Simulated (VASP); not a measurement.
Level of theory: r2SCAN meta-GGA, VASP's PBE PAW potentials (set 64) (plane waves; VASP).

VASP input:

POSCAR:
```
HfO2
1
    0.0000000000     2.5170634619     2.5170634619
    2.5170634619     0.0000000000     2.5170634619
    2.5170634619     2.5170634619     0.0000000000
Hf O
1 2
Direct
  0.0000000000   0.0000000000   0.0000000000
  0.2500000000   0.2500000000   0.2500000000
  0.7500000000   0.7500000000   0.7500000000
```

INCAR:
```
SYSTEM = HfO2
PREC = Normal; ENCUT = 450; LREAL = .FALSE.
LASPH = .TRUE.
EDIFF = 1E-5; NELM = 100; NELMIN = 4
ALGO = Normal; LMAXMIX = 6; LMIXTAU = .TRUE.
ISMEAR = 0; SIGMA = 0.05
METAGGA = R2SCAN
IBRION = 2; NSW = 20; ISIF = 2
EDIFFG = -0.03
LWAVE = .FALSE.; LCHARG = .FALSE.
```

File KPOINTS:
```
Automatic
0
gamma
 10 10 10
0 0 0
```

POTCAR, in this order: Hf_pv O (PBE.64 set). Program: vasp_std.

### Question
What will the output report for the number of irreducible k-points (NKPTS), largest plane-wave count, number of space-group operations, FFT grid (NGX, NGY, NGZ)?

### Answer

```
Property                                       Value
--------------------------------------  ------------
number of irreducible k-points (NKPTS)            47
largest plane-wave count                         701
number of space-group operations                  48
FFT grid (NGX, NGY, NGZ)                18 × 18 × 18
```

The compound is HfO2 in the fluorite structure, the high-temperature cubic form, which is unstable at 0 K; the monoclinic form is the stable one. It was relaxed first.
